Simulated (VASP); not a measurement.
Given:

```xyz
2
Lattice="0.0000 2.9218 2.9218 2.9218 0.0000 2.9218 2.9218 2.9218 0.0000" Properties=species:S:1:pos:R:3 pbc="T T T"
In     0.0000     0.0000     0.0000
P      1.4609     1.4609     1.4609
```

Method: r2SCAN meta-GGA, VASP's PBE PAW potentials (set 64) (plane waves; VASP). Settings: 520 eV cut-off, 8×8×8 Γ-centred mesh, Gaussian smearing of 0.050 eV, potentials In_d P.

Q: Give the stress tensor in GPa (positive for a compressed cell).

A: 
```
2.26  0.00  0.00
0.00  2.26  0.00
0.00  0.00  2.26
```
The pressure is its mean diagonal, 2.26 GPa.

The compound is InP in the zinc blende structure. This cell is one point of a volume scan, at 0.97 of the reference volume.
